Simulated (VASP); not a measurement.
Consider the following.

```yaml
crystal:
  lattice:
    - [0.00000, 3.26132, 3.26132]
    - [3.26132, 0.00000, 3.26132]
    - [3.26132, 3.26132, 0.00000]
  atoms:
    - { symbol: Na, position: [0.25000, 0.25000, 0.25000] }
    - { symbol: Na, position: [0.75000, 0.75000, 0.75000] }
    - { symbol: S, position: [0.00000, 0.00000, 0.00000] }
```

Level of theory: rev-vdW-DF2, VASP's PBE PAW potentials (set 64) (plane waves; VASP). Numerical set-up: 520 eV cut-off, Gaussian smearing of 0.050 eV, potentials Na_pv S.

Question: Give the energies of bands 8 to 13 at the high-symmetry points, in eV from the valence-band maximum.

Answer: 
| band | Γ | X | U | L | W |
|---|---|---|---|---|---|
| 8 | 0.00 | -1.50 | -1.25 | -1.67 | -1.03 |
| 9 | 0.00 | -0.46 | -0.94 | -0.13 | -1.03 |
| 10 | 0.00 | -0.46 | -0.35 | -0.13 | -0.59 |
| 11 | 2.43 | 3.77 | 4.48 | 4.75 | 4.75 |
| 12 | 7.74 | 5.98 | 6.40 | 6.42 | 7.21 |
| 13 | 7.74 | 8.44 | 7.85 | 7.11 | 7.21 |

The gap is direct, 2.43 eV, from the valence maximum at Γ to the conduction minimum at Γ.

The compound is Na2S in the antifluorite structure. It was relaxed first.
